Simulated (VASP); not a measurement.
Here is the system:

```
CELL_PARAMETERS angstrom
      0.00000     3.42361     3.42361
      3.42361     0.00000     3.42361
      3.42361     3.42361     0.00000
ATOMIC_POSITIONS crystal
  Rb 0.00000 0.00000 0.00000
  Br 0.50000 0.50000 0.50000
```

Level of theory: PBEsol GGA, VASP's PBE PAW potentials (set 64) (plane waves; VASP 6.6.1). Settings: 400 eV cut-off, 6×6×6 Γ-centred mesh, Gaussian smearing of 0.050 eV, potentials Rb_sv Br.

Task: What does the run give for the energy per atom (σ→0), band gap (on the k-mesh) with the smallest direct gap where there is one?

Result: 
band gap (on the k-mesh): 4.22 eV
smallest direct gap (on the k-mesh): 4.22 eV
energy per atom (σ→0): -3.178 eV/atom

The absolute energy has meaning only against runs of the same code, potentials and settings.

The structure was generated: RbBr was put into the rock salt type (Fm-3m), which need not be its known phase. It was relaxed first, which changed the volume by -19 %. The start is the result of an earlier pass.
